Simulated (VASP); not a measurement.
Runs of VASP 6.6.1 on NaLaMnMoO6. Symmetry: Cm, No. 8, monoclinic system. Conventional cell: a = 9.956 Å, b = 5.763 Å, c = 5.524 Å, α = 90.00°, β = 123.42°, γ = 90.00°. Na (site symmetry m) is surrounded by 5 O at 2.28 to 2.46 Å. La (site symmetry m) is surrounded by 5 O at 2.26 to 2.50 Å. Mn (site symmetry m) is surrounded by 5 O at 2.05 to 2.20 Å. Mo (site symmetry m) has 6 O at 1.91 to 1.95 Å as nearest neighbours. O (site symmetry m) is surrounded by 1 Mo at 1.93 Å and 1 Mn at 2.05 Å. O (site symmetry 1) is surrounded by 1 Mo at 1.93 Å and 1 Mn at 2.19 Å. Around O (site symmetry 1) lie 1 Mo at 1.95 Å and 1 Mn at 2.20 Å. O (site symmetry m) is surrounded by 1 Mo at 1.91 Å. The cell was built by a generator and needn't be a form met in nature.

```csv
task,level,potentials or basis,cell,cutoff (eV),k mesh for the DOS,occupations for the DOS,gap on the mesh (eV),pressure (GPa),moment (μB),relaxed volume (Å³/atom),largest force (eV/Å)
relaxation of cell and atoms,PBE+D3(BJ),"VASP PAW PBE potentials, release 64 (Na_pv, La, Mn_pv, Mo_sv, O)",relaxed,600,-,-,(b),0.0,5.00,12.66,0.02
density of states,PBE,"VASP PAW PBE potentials, release 64 (Na_pv, La, Mn_pv, Mo_sv, O)",as given,520,9 × 9 × 9,tetrahedron,-,-,5.00,-,-
relaxation of cell and atoms,PBE+D4,"VASP PAW PBE potentials, release 64 (Na_pv, La, Mn_pv, Mo_sv, O)",relaxed,600,-,-,(c),0.1,5.00,13.00,0.02
electrostatic potential,PBE,"VASP PAW PBE potentials, release 64 (Na_pv, La, Mn_pv, Mo_sv, O)",as given,520,-,-,0.91,0.2,5.00,-,0.06
electric field gradients,PBE,"VASP PAW PBE potentials, release 64 (Na_pv, La, Mn_pv, Mo_sv, O)",as given,520,-,-,0.91,0.2,5.00,-,0.06
relaxation of cell and atoms,LDA,"VASP PAW LDA potentials, release 64 (Na_pv, La, Mn_pv, Mo_sv, O)",relaxed,600,-,-,0.28,0.0,4.99,(a),0.01
band structure,PBE,"VASP PAW PBE potentials, release 64 (Na_pv, La, Mn_pv, Mo_sv, O)",as given,520,-,-,0.92,-,5.00,-,-
```

Alike in all rows: spin collinear, ferromagnetic start; k mesh 6 × 6 × 6; smearing fermi-dirac 0.05 eV.

Question: Fill in the values left out.

Answer: (a) 11.95; (b) 0.89; (c) 0.99.

Caveats: a cell with one magnetic atom can't hold antiferromagnetic order, which such compounds often take; spin-orbit coupling is left out, which moves the levels of the heavy elements (some runs).

A k mesh can miss the band edges, and the runs leave out spin-orbit coupling on La, Mo.

Not every run made on this cell is shown here.
